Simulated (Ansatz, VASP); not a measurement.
**Two plane-wave programs on GaF**

File INCAR:

```
SYSTEM = GaF
  PREC = Accurate
  ENCUT = 580
  EDIFF = 1E-7
  ISMEAR = -1
  SIGMA = 0.05
  LREAL = .FALSE.
  LASPH = .TRUE.
  NELM = 100
  ALGO = Normal
  ISIF = 3
  LWAVE = .FALSE.
  LCHARG = .FALSE.
  GGA = PE
  IBRION = 2
  NSW = 60
  EDIFFG = -0.01
```

The input KPOINTS:

```
regular mesh
0
G
  9 9 9
  0 0 0
```

The input POSCAR:

```
GaF
1.0
    0.0000000000      2.5769602800      2.5769602800
    2.5769602800      0.0000000000      2.5769602800
    2.5769602800      2.5769602800      0.0000000000
Ga F
1 1
Direct
    0.2500000000      0.2500000000      0.2500000000
    0.0000000000      0.0000000000      0.0000000000
```

The input input.yaml:

```yaml
crystal:
  lattice:
    - [0.0, 2.57696028, 2.57696028]
    - [2.57696028, 0.0, 2.57696028]
    - [2.57696028, 2.57696028, 0.0]
  atoms:
    - { symbol: Ga, position: [0.25, 0.25, 0.25] }
    - { symbol: F, position: [0.0, 0.0, 0.0] }
hamiltonian:
  xc: pbe
  pseudopotentials: { kind: paw }
kpoints:
  mp_grid: { grid: [9, 9, 9] }
scf:
  occupations: { method: fermi_dirac, width: 0.05 }
output:
  forces: true
  stress: true
  eigenvalues: true
  write_density: true
  write_potential: true
  elf: true
  volumetric_format: npy
relax:
  f_tol: 0.01
  max_steps: 40
  cell: { stress_tol: 0.05 }
```

The cell was built by a generator and needn't be a form met in nature.

Alike in both runs: task relaxation of cell and atoms; functional PBE; k mesh 9 × 9 × 9; occupations fermi-dirac, width 0.05 eV; no spin polarisation.

```csv
,VASP,Ansatz
version,VASP 6.6.1,Ansatz 0.2.0
potentials or method,"VASP PAW PBE potentials, release 64 (Ga, F)",Ansatz PAW
plane-wave cutoff (eV),580,420
valence electrons in the cell,10,20
```

```tsv
	VASP	Ansatz	Ansatz less VASP
gap on the k mesh at the Fermi level, each at its own relaxed structure (eV)	2.29	2.42	+0.130
relaxed volume (Å³/atom)	22.29	23.05	+0.752
relaxed cell length with the largest relative difference (Å)	3.980	4.024	+0.0442
energy change over the relaxation (meV/atom)	-174	-208	-34.3
```

The two sets of potentials don't hold the same shells in valence.

Caveats: the volume moved by over 15 % at a fixed basis, so the end points are rough; an odd mesh through Γ misses points on the zone boundary, where band edges often lie (VASP); odd divisions of the mesh miss points on the zone boundary, where band edges often lie, so the gap on the mesh can be too wide (Ansatz); the plane-wave basis is chosen anew once the cell has moved, so the energies of steps on either side of that aren't comparable (Ansatz).
